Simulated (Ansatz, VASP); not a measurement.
# Ti2CO2 (Ti2CO2 MXene bilayer, AA) in two plane-wave programs, part 2 of 2

Wanted: the spread between two codes on one cell, functional and k mesh. The structure shown is the start of the Ansatz relaxation below; VASP solves that cell, so the two are compared at the walk's first step.

VASP 6.6.1 and Ansatz 0.2.0.

So far: The structure; Ansatz: relaxation, PBE with D3(BJ).

## Step 3: VASP: single point, PBE with D3(BJ), start cell

Level of this step: PBE with D3(BJ), zero-moment start; plane waves and PAW (O, Ti_sv, C) (VASP).

The same cell, functional, mesh and smearing now go to VASP, with its own data sets.

Lines of VASP's logs that name or quote its potential files are left out, and so is its time.

File INCAR:

```
SYSTEM = Ti2CO2
PREC = Accurate
ENCUT = 520
EDIFF = 1E-06
NELM = 200
ISMEAR = -1
SIGMA = 0.05
LREAL = .FALSE.
ALGO = Normal
GGA = PE
IVDW = 12
NBANDS = 55
ISPIN = 2
MAGMOM = -0 -0 -0 -0 0 0 0 0 -0 -0
LASPH = .TRUE.
LMAXMIX = 4
LORBIT = 11
LWAVE = .FALSE.
LCHARG = .FALSE.
ISIF = 2
LDIPOL = .TRUE.
IDIPOL = 3
DIPOL = 0.5 0.5 0.5
LVHAR = .TRUE.
GGA_COMPAT = .FALSE.
NELMDL = -8
KPAR = 2
```

File POSCAR:

```
Ti2CO2
1.0
    3.1002400000      0.0000000000      0.0000000000
   -1.5501200000      2.6848870000      0.0000000000
    0.0000000000      0.0000000000     55.3861200000
O Ti C
4 4 2
Direct
    0.3333332092      0.6666664184      0.3899894053
    0.6666666046      0.3333332092      0.4738201557
    0.3333332092      0.6666664184      0.5261798443
    0.6666666046      0.3333332092      0.6100105947
    0.6666666046      0.3333332092      0.4098185249
    0.3333332092      0.6666664184      0.4539910360
    0.6666666046      0.3333332092      0.5460089640
    0.3333332092      0.6666664184      0.5901814751
    0.0000000000      0.0000000000      0.4319047805
    0.0000000000      0.0000000000      0.5680952195
```

File KPOINTS:

```
Automatic mesh
0
Gamma
12 12 1
0 0 0
```

PAW data sets: O, Ti_sv and C (PBE family, release 64).

Started as:

```console
$ mpirun -np 2 vasp_std
```

Numbers of over 12 decimals in the logs are rounded to 6 here.

Log:

```text
[banner, memory and clock lines left out]
running    2 mpi-ranks, on    1 nodes
 distrk:  each k-point on    1 cores,    2 groups
 distr:  one band on    1 cores,    1 groups

 POSCAR found type information on POSCAR O TiC
 POSCAR found :  3 types and      10 ions
 LDA part: xc-table for (Slater+PW92), standard interpolation
|                                                                             |
|           W    W    AA    RRRRR   N    N  II  N    N   GGGG   !!!           |
|           W    W   A  A   R    R  NN   N  II  NN   N  G    G  !!!           |
|           W    W  A    A  R    R  N N  N  II  N N  N  G       !!!           |
|           W WW W  AAAAAA  RRRRR   N  N N  II  N  N N  G  GGG   !            |
|           WW  WW  A    A  R   R   N   NN  II  N   NN  G    G                |
|           W    W  A    A  R    R  N    N  II  N    N   GGGG   !!!           |
|                                                                             |
|     One of the lattice vectors is very long (>50 A), but AMIN is rather     |
|     large. This can spoil convergence since charge sloshing might occur     |
|     along the long lattice vector. If problems with convergence are         |
|     observed, try to decrease AMIN to a smaller value (e.g. 0.01).          |
|     Note: This warning only applies if the self-consistency cycle is        |
|     used.                                                                   |
|                                                                             |

 POSCAR, INCAR and KPOINTS ok, starting setup
 FFT: planning ... GRIDC
 FFT: planning ... GRID_SOFT
 FFT: planning ... GRID
 WAVECAR not read
 entering main loop
       N       E                     dE             d eps       ncg     rms          rms(c)
DAV:   1     0.954326268801E+03    0.95433E+03   -0.39295E+04  4924   0.129E+03
DAV:   2     0.520083376739E+02   -0.90232E+03   -0.86750E+03  5015   0.398E+02
DAV:   3    -0.101251281158E+03   -0.15326E+03   -0.14859E+03  5837   0.157E+02
DAV:   4    -0.116334982648E+03   -0.15084E+02   -0.15050E+02  6488   0.468E+01
DAV:   5    -0.117707478479E+03   -0.13725E+01   -0.13722E+01  6395   0.116E+01
DAV:   6    -0.117754205578E+03   -0.46727E-01   -0.46726E-01  6443   0.250E+00
DAV:   7    -0.117756024822E+03   -0.18192E-02   -0.18192E-02  6338   0.407E-01
DAV:   8    -0.117756062890E+03   -0.38068E-04   -0.38068E-04  6530   0.733E-02    0.377E+01
DAV:   9    -0.945513077304E+02    0.23205E+02   -0.18273E+02  5461   0.812E+01    0.257E+01
DAV:  10    -0.914475333848E+02    0.31038E+01   -0.64411E+01  5500   0.507E+01    0.133E+01
DAV:  11    -0.885926230345E+02    0.28549E+01   -0.67018E+00  5689   0.189E+01    0.452E+00
DAV:  12    -0.887555226598E+02   -0.16290E+00   -0.27563E+00  6173   0.983E+00    0.438E+00
DAV:  13    -0.886260077536E+02    0.12951E+00   -0.43334E-01  5956   0.529E+00    0.272E+00
DAV:  14    -0.885671447156E+02    0.58863E-01   -0.34241E-01  6132   0.406E+00    0.861E-01
[...]
DAV:  27    -0.885602057510E+02   -0.30675E-04   -0.86835E-07  3194   0.546E-03    0.166E-03
DAV:  28    -0.885602280996E+02   -0.22349E-04   -0.15123E-06  3776   0.490E-03    0.266E-03
DAV:  29    -0.885602376549E+02   -0.95553E-05   -0.26812E-07  2979   0.270E-03    0.155E-03
DAV:  30    -0.885602426610E+02   -0.50061E-05   -0.22302E-07  2952   0.209E-03    0.907E-04
DAV:  31    -0.885602453356E+02   -0.26746E-05   -0.93310E-08  2904   0.161E-03    0.187E-04
DAV:  32    -0.885602471970E+02   -0.18614E-05   -0.10293E-07  2881   0.116E-03    0.692E-04
DAV:  33    -0.885602482540E+02   -0.10570E-05   -0.32305E-08  2888   0.866E-04    0.339E-04
DAV:  34    -0.885602487384E+02   -0.48438E-06   -0.22937E-08  2888   0.598E-04
   1 F= -.90970291E+02 E0= -.90969503E+02  d E =-.157583E-02  mag=    -0.0000
```

From OUTCAR (step 3):

```text
ion  position               nearest neighbor table
   1  0.333  0.667  0.390-   5 2.10   5 2.10   5 2.10
   2  0.667  0.333  0.474-   6 2.10   6 2.10   6 2.10
   3  0.333  0.667  0.526-   7 2.10   7 2.10   7 2.10
   4  0.667  0.333  0.610-   8 2.10   8 2.10   8 2.10
   5  0.667  0.333  0.410-   1 2.10   1 2.10   1 2.10   9 2.17   9 2.17   9 2.17
   6  0.333  0.667  0.454-   2 2.10   2 2.10   2 2.10   9 2.17   9 2.17   9 2.17
   7  0.667  0.333  0.546-   3 2.10   3 2.10   3 2.10  10 2.17  10 2.17  10 2.17
   8  0.333  0.667  0.590-   4 2.10   4 2.10   4 2.10  10 2.17  10 2.17  10 2.17
   9  0.000  0.000  0.432-   6 2.17   5 2.17   5 2.17   6 2.17   6 2.17   5 2.17
  10  0.000  0.000  0.568-   8 2.17   7 2.17   7 2.17   8 2.17   8 2.17   7 2.17

  LATTYP: Found a hexagonal cell.
 ALAT       =     3.1002400000
 C/A-ratio  =    17.8651072175

 Subroutine GETGRP returns: Found 12 space group operations
 (whereof 12 operations were pure point group operations)

The static configuration has the point symmetry D_3d.

 Found     19 irreducible k-points:

   k-points           NKPTS =     19   k-points in BZ     NKDIM =     19   number of bands    NBANDS=     55

   dimension x,y,z NGX =    24 NGY =   24 NGZ =  420
   dimension x,y,z NGXF=    48 NGYF=   48 NGZF=  840

   ENCUT  =  520.0 eV  38.22 Ry    6.18 a.u.   5.76  5.76102.98*2*pi/ulx,y,z

   NELECT =      80.0000    total number of electrons

 k-points in reciprocal lattice and weights: Automatic mesh
   0.00000000  0.00000000  0.00000000       0.007
   0.08333333 -0.00000000  0.00000000       0.042
   0.16666667 -0.00000000  0.00000000       0.042
   0.25000000 -0.00000000  0.00000000       0.042
   0.33333333 -0.00000000  0.00000000       0.042
   0.41666667 -0.00000000  0.00000000       0.042
   0.50000000 -0.00000000  0.00000000       0.021
   0.08333333  0.08333333  0.00000000       0.042
   0.16666667  0.08333333  0.00000000       0.083
[...]
0.33333333  0.25000000  0.00000000       0.083
   0.33333333  0.33333333  0.00000000       0.014

 dipolmoment           0.000000      0.000000     -0.000000 electrons x Angstroem

 average (electrostatic) potential at core
       1 -78.8886       2 -78.8897       3 -78.8897       4 -78.8886       5 -85.6293
       6 -85.6292       7 -85.6292       8 -85.6293       9 -57.7773      10 -57.7773

 E-fermi :  -4.1609

 spin component 1
 k-point     1 :       0.0000    0.0000    0.0000
  band No.  band energies     occupation
    ...
     36      -4.5486      0.99957
     37      -4.3053      0.94724
     38      -4.3053      0.94724
     39      -4.2949      0.93585
     40      -4.2949      0.93585
     41      -3.3740      0.00000
     42      -3.3740      0.00000
     43      -3.3721      0.00000
     44      -3.3721      0.00000
     45      -2.6553      0.00000
    ...

 k-point     2 :       0.0833   -0.0000    0.0000
  band No.  band energies     occupation
    ...
     36      -4.8898      1.00000
     37      -4.7230      0.99999
     38      -4.6427      0.99993
     39      -4.6324      0.99992
     40      -4.5013      0.99890
     41      -3.2607      0.00000
     42      -3.2465      0.00000
     43      -3.0642      0.00000
     44      -3.0587      0.00000
     45      -2.5506      0.00000
    ...

 k-point     3 :       0.1667   -0.0000    0.0000
  band No.  band energies     occupation
    ...
     36      -5.8947      1.00000
     37      -5.1330      1.00000
     38      -5.1225      1.00000
     39      -4.7070      0.99998
     40      -4.6325      0.99992
     41      -3.4058      0.00000
     42      -3.3690      0.00000
     43      -2.6959      0.00000
     44      -2.6891      0.00000
     45      -2.1842      0.00000
    ...

 k-point     4 :       0.2500   -0.0000    0.0000
  band No.  band energies     occupation
    ...
     36      -6.1897      1.00000
     37      -5.4703      1.00000
     38      -5.4591      1.00000
     39      -5.0490      1.00000
     40      -5.0315      1.00000
     41      -3.6158      0.00002
     42      -3.5657      0.00001
     43      -2.4501      0.00000
     44      -2.4453      0.00000
     45      -1.9897      0.00000
    ...

 k-point     5 :       0.3333   -0.0000    0.0000
  band No.  band energies     occupation
    ...
     36      -6.3022      1.00000
     37      -5.5819      1.00000
     38      -5.5688      1.00000
     39      -5.3694      1.00000
     40      -5.3139      1.00000
     41      -3.8187      0.00107
     42      -3.7546      0.00030
     43      -2.1915      0.00000
     44      -2.1892      0.00000
     45      -2.0434      0.00000
    ...

 k-point     6 :       0.4167   -0.0000    0.0000
  band No.  band energies     occupation
    ...
     36      -6.6273      1.00000
     37      -5.5451      1.00000
     38      -5.5293      1.00000
     39      -5.4168      1.00000
     40      -5.3470      1.00000
     41      -3.9518      0.01506
     42      -3.8811      0.00370
     43      -2.1375      0.00000
     44      -2.1099      0.00000
     45      -1.9396      0.00000
    ...

 Edisp (eV)   -2.41004

  Total     -14.53318   -14.53319    -8.45942    -0.00000     0.00000     0.00000
  in kB     -50.50670   -50.50672   -29.39876    -0.00000     0.00000     0.00000
  external pressure =      -43.47 kB  Pullay stress =        0.00 kB

  energy-cutoff  :      520.00
  volume of cell :      461.02
      direct lattice vectors                 reciprocal lattice vectors
     3.100240000  0.000000000  0.000000000     0.322555673  0.186227577  0.000000000
    -1.550120000  2.684887000  0.000000000     0.000000000  0.372455154  0.000000000
     0.000000000  0.000000000 55.386120000     0.000000000  0.000000000  0.018055065

 POSITION                                       TOTAL-FORCE (eV/Angst)
 -----------------------------------------------------------------------------------
      0.00000      1.78992     21.60000         0.000000      0.000000      2.695945
      1.55012      0.89496     26.24306         0.000000      0.000000     -2.683813
      0.00000      1.78992     29.14306        -0.000000     -0.000000      2.683813
      1.55012      0.89496     33.78612         0.000000     -0.000000     -2.695945
      1.55012      0.89496     22.69826        -0.000000      0.000000     -3.529087
      0.00000      1.78992     25.14480         0.000000     -0.000000      3.623414
      1.55012      0.89496     30.24132        -0.000000      0.000000     -3.623414
      0.00000      1.78992     32.68786         0.000000     -0.000000      3.529087
      0.00000      0.00000     23.92153        -0.000000      0.000000      0.007525
      0.00000      0.00000     31.46459         0.000000      0.000000     -0.007525
 -----------------------------------------------------------------------------------
    total drift:                               -0.000000      0.005786      0.000000

  FREE ENERGIE OF THE ION-ELECTRON SYSTEM (eV)
  ---------------------------------------------------
  free  energy   TOTEN  =       -90.9702914120 eV

  energy  without entropy=      -90.9687155858  energy(sigma->0) =      -90.96950350

 vacuum level on the upper side and lower side of the slab         3.273         3.273

 total charge
# of ion       s       p       d       tot
------------------------------------------
    1        1.579   3.341   0.000   4.920
    2        1.579   3.341   0.000   4.920
    3        1.579   3.341   0.000   4.920
    4        1.579   3.341   0.000   4.920
    5        2.190   6.226   1.764  10.180
    6        2.190   6.226   1.764  10.180
    7        2.190   6.226   1.764  10.180
    8        2.190   6.226   1.764  10.180
    9        0.888   1.543   0.000   2.430
   10        0.888   1.543   0.000   2.430
--------------------------------------------------
tot         16.851  41.354   7.055  65.260

 magnetization (x)
# of ion       s       p       d       tot
------------------------------------------
    1        0.000   0.000   0.000   0.000
    2        0.000   0.000   0.000   0.000
    3        0.000   0.000   0.000   0.000
    4        0.000   0.000   0.000   0.000
    5        0.000   0.000  -0.000  -0.000
    6        0.000   0.000  -0.000  -0.000
    7        0.000   0.000  -0.000  -0.000
    8        0.000   0.000  -0.000  -0.000
    9        0.000   0.000   0.000   0.000
   10        0.000   0.000   0.000   0.000
--------------------------------------------------
tot          0.000   0.000  -0.000   0.000

[... 2 further parts left out ...]
```

This run allows spin, but its moments start at zero, where symmetry between the spins tends to hold them, although Ti can carry a moment.

## Step 4: Side by side

Known differences besides the potentials themselves: Ansatz cuts the interaction across the vacuum, VASP repeats the sheet with a dipole correction; the cutoff is 420 eV in Ansatz and 520 eV in VASP. Total energies have different zeros and are not compared.

Forces (eV/Å; atoms numbered as in POSCAR):

```
atom        Ansatz x, y, z          VASP x, y, z
  O1   0.000, 0.000, 2.739   0.000, 0.000, 2.696
  O2  0.000, 0.000, -2.726  0.000, 0.000, -2.684
  O3   0.000, 0.000, 2.726   0.000, 0.000, 2.684
  O4  0.000, 0.000, -2.739  0.000, 0.000, -2.696
 Ti5  0.000, 0.000, -3.551  0.000, 0.000, -3.529
 Ti6   0.000, 0.000, 3.645   0.000, 0.000, 3.623
 Ti7  0.000, 0.000, -3.645  0.000, 0.000, -3.623
 Ti8   0.000, 0.000, 3.551   0.000, 0.000, 3.529
  C9   0.000, 0.000, 0.008   0.000, 0.000, 0.008
 C10  0.000, 0.000, -0.008  0.000, 0.000, -0.008
```

The forces differ by 18 meV/Å r.m.s., which is 1.1 % of the r.m.s. force of 1.634 eV/Å (both taken over all components). Moments aren't recorded for both runs of this pair, so they may hold unlike magnetic states. With vacuum in the cell, a pressure given here is an average over mostly empty space and none of the material.

## Step 5: What came out

```
r.m.s. force difference (single point, PBE with D3(BJ), start cell) : 1.1 % of the r.m.s. force
```

In words: The r.m.s. force difference is 1.1 % of the r.m.s. force (single point, PBE with D3(BJ), start cell), within the 3 % picked in this series as the mark of a large difference. 1 further run of this series is not shown here. Such differences can come from data sets, numerical settings and the points named under the comparisons, not from the functional's error against experiment.

[Lines on the potential files, build, host, timing and source positions are cut from VASP's logs without a mark.]

[Logs are printed without paths, hosts, clocks, repeated set-up lines and the standing remarks that a program may print on its own settings, such as how far it seeks lower states.]

[Hosts, paths, dates, database ids (printed as entryN), source tags and the programs' standing remarks are cut or masked in the printed files.]
